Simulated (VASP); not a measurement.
A run of VASP 6.6.1 is set up as follows.

File INCAR:

```
SYSTEM = Ti
ALGO = Normal
EDIFF = 1E-6
ENCUT = 520
GGA = CA
ISIF = 2
ISMEAR = 1
LASPH = .True.
LCHARG = .True.
LREAL = .False.
LVHAR = .True.
LWAVE = .False.
NELM = 80
PREC = Accurate
SIGMA = 0.1
```

File KPOINTS:

```
k-points
0
Gamma
  16 16 10
  0 0 0
```

The input POSCAR:

```
Ti                                      
1.0
    2.8612875490      0.0000000000      0.0000000000
   -1.4306437745      2.4779477040     -0.0000000000
    0.0000000000      0.0000000000      4.5331003845
  Ti            
     2
Direct
     0.3333333300000021    0.6666666699999979    0.2500000000000000
     0.6666666699999979    0.3333333300000021    0.7500000000000000
```

Potentials or basis: VASP PAW LDA potentials, release 64 (Ti_sv).

Run with:

```sh
$ cat potpaw_LDA.64/Ti_sv/POTCAR > POTCAR
$ mpirun -np 1 vasp_std > vasp.out
```

Q: Estimate the pressure.

A: 0.0 GPa.

Q: Estimate the band gap on the k mesh.

A: None (metal or under the smearing width).
